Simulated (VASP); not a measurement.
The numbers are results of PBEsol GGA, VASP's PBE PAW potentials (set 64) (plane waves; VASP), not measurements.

VASP input:

INCAR:
```
! general
SYSTEM=NaCl
PREC  =Accurate
ENCUT =530
LREAL =.FALSE.
LASPH =.TRUE.

! electronic loop
EDIFF =1E-7
NELM  =100
ALGO  =Normal

! smearing
ISMEAR=0
SIGMA =0.05

! functional
GGA   =PS

! ions
IBRION=6
NSW   =1
ISIF  =3
POTIM =0.015
NFREE =2

! output
LWAVE =.FALSE.
LCHARG=.FALSE.
```

KPOINTS:
```
Automatic mesh
0
Gamma
7 7 7
0 0 0
```

File POSCAR:
```
NaCl
1
    0.0000000000     2.7959587678     2.7959587678
    2.7959587678     0.0000000000     2.7959587678
    2.7959587678     2.7959587678     0.0000000000
Cl Na
1 1
Direct
  0.0000000000   0.0000000000   0.0000000000
  0.5000000000   0.5000000000   0.5000000000
```

POTCAR, in this order: Cl Na_pv (PBE.64 set). Program: vasp_std.

Output

File OUTCAR:
```


   1 f  =    5.119116 THz    32.164353 2PiTHz  170.755322 cm-1    21.170952 meV

   2 f  =    5.119116 THz    32.164353 2PiTHz  170.755322 cm-1    21.170952 meV

   3 f  =    5.119116 THz    32.164353 2PiTHz  170.755322 cm-1    21.170952 meV

   4 f/i=    0.020206 THz     0.126958 2PiTHz    0.673999 cm-1     0.083565 meV

   5 f/i=    0.020206 THz     0.126958 2PiTHz    0.673999 cm-1     0.083565 meV

   6 f/i=    0.020206 THz     0.126958 2PiTHz    0.673999 cm-1     0.083565 meV

 ELASTIC MODULI CONTR FROM IONIC RELAXATION (kBar)
 Direction    XX          YY          ZZ          XY          YZ          ZX
 --------------------------------------------------------------------------------
 XX           0.0000      0.0000      0.0000      0.0000      0.0000      0.0000
 YY           0.0000      0.0000      0.0000      0.0000      0.0000      0.0000
 ZZ           0.0000      0.0000      0.0000      0.0000      0.0000      0.0000
 XY           0.0000      0.0000      0.0000      0.0000      0.0000      0.0000
 YZ           0.0000      0.0000      0.0000      0.0000      0.0000      0.0000
 ZX           0.0000      0.0000      0.0000      0.0000      0.0000      0.0000
 --------------------------------------------------------------------------------

 TOTAL ELASTIC MODULI (kBar)
 Direction    XX          YY          ZZ          XY          YZ          ZX
 --------------------------------------------------------------------------------
 XX         577.0361    116.9278    116.9278      0.0000     -0.0000     -0.0000
 YY         116.9278    577.0361    116.9278      0.0000      0.0000     -0.0000
 ZZ         116.9278    116.9278    577.0361     -0.0000      0.0000      0.0000
 XY           0.0000      0.0000     -0.0000    122.7997     -0.0000      0.0000
 YZ          -0.0000      0.0000      0.0000     -0.0000    122.7997      0.0000
 ZX          -0.0000     -0.0000      0.0000      0.0000      0.0000    122.7997
 --------------------------------------------------------------------------------
```
(Selected blocks of OUTCAR.)

The structure comes from a measured NaCl entry (Fm-3m) of the Crystallography Open Database, whose conditions weren't checked. It was relaxed first.
